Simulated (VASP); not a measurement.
Given:

```
GaP
1.0
    0.00000     2.54565     2.54565
    2.54565     0.00000     2.54565
    2.54565     2.54565     0.00000
Ga P
1 1
Cartesian
  0.00000   0.00000   0.00000
  1.27282   1.27282   1.27282
```

Method: PBE GGA, VASP's PBE PAW potentials (set 64) (plane waves; VASP 6.6.1). Numerical set-up: 500 eV cut-off, 9×9×9 Γ-centred mesh, Gaussian smearing of 0.050 eV, potentials Ga_d P.

What does the run give for the energy per atom (σ→0), pressure?

```yaml
energy per atom (σ→0): -4.231 eV/atom
pressure: 30.00 GPa
```

The compound is GaP in the zinc blende structure. It was relaxed first under an external pressure of 30 GPa.
